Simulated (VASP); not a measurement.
Calculation: RPA correlation on PBE orbitals, VASP's PBE PAW potentials (set 64) (plane waves; VASP).

VASP input:

KPOINTS:
```
Automatic mesh
0
Gamma
4 4 4
0 0 0
```

File POSCAR:
```
GaP
5.3763420
  0.0000000000   0.5000000000   0.5000000000
  0.5000000000   0.0000000000   0.5000000000
  0.5000000000   0.5000000000   0.0000000000
Ga P
1 1
Cartesian
  0.0000000000   0.0000000000   0.0000000000
  0.2500000000   0.2500000000   0.2500000000
```

### INCAR
```
SYSTEM = GaP
PREC = Normal
ENCUT = 500
ALGO = ACFDT
LREAL = .FALSE.
LASPH = .TRUE.
ISMEAR = 0
SIGMA = 0.01
GGA = PE
LWAVE = .FALSE.
LCHARG = .FALSE.
NBANDS = 992
NOMEGA = 12
ENCUTGW = 300
```

POTCAR, in this order: Ga_d_GW P_GW (PBE.64 set). Program: vasp_std. Read from the step before: WAVECAR, WAVEDER.

Output

**OSZICAR**
```
energies w=
    0.000    0.371    0.000    1.209    0.000    2.374    0.000    4.209
    0.000    7.307    0.000   12.743    0.000   22.547    0.000   40.695
    0.000   75.267    0.000  143.847    0.000  291.841    0.000  717.435
NQ=   1    0.0000    0.0000    0.0000,
 performed       6745000 updates of chi_q(r,r)
NQ=   2    0.2500    0.0000    0.0000,
 performed      13490000 updates of chi_q(r,r)
NQ=   3    0.5000    0.0000    0.0000,
 performed      20235000 updates of chi_q(r,r)
NQ=   4    0.2500    0.2500    0.0000,
 performed      26980000 updates of chi_q(r,r)
NQ=   5    0.5000    0.2500    0.0000,
 performed      33725000 updates of chi_q(r,r)
NQ=   6   -0.2500    0.2500    0.0000,
 performed      40470000 updates of chi_q(r,r)
NQ=   7    0.5000    0.5000    0.0000,
 performed      47215000 updates of chi_q(r,r)
NQ=   8   -0.2500    0.5000    0.2500,
 performed      53960000 updates of chi_q(r,r)
```

### OUTCAR
```


      cutoff energy     smooth cutoff   RPA   correlation   Hartree contr. to MP2
---------------------------------------------------------------------------------
            300.000           240.000      -18.2669901295      -29.6813695347
            285.714           228.571      -18.1986967557      -29.5790655183
            272.109           217.687      -18.1208412895      -29.4602058217
            259.151           207.321      -18.0328679513      -29.3238415872
            246.811           197.449      -17.9334435529      -29.1678576393
            235.058           188.046      -17.8235419763      -28.9938698018
            223.865           179.092      -17.7006689897      -28.7980945349
            213.204           170.564      -17.5673234491      -28.5847756766
  linear regression
  converged value                          -19.3301594587      -31.3551670870
```
(Selected blocks of OUTCAR.)

The mesh is coarse, so the correlation energy is not converged in k-points.

The compound is GaP in the zinc blende structure. This cell is one point of a volume scan, at 0.96 of the reference volume. The k-mesh is coarse (spacing up to 0.51 per Å, 2π included), so the numbers may not be converged in it.
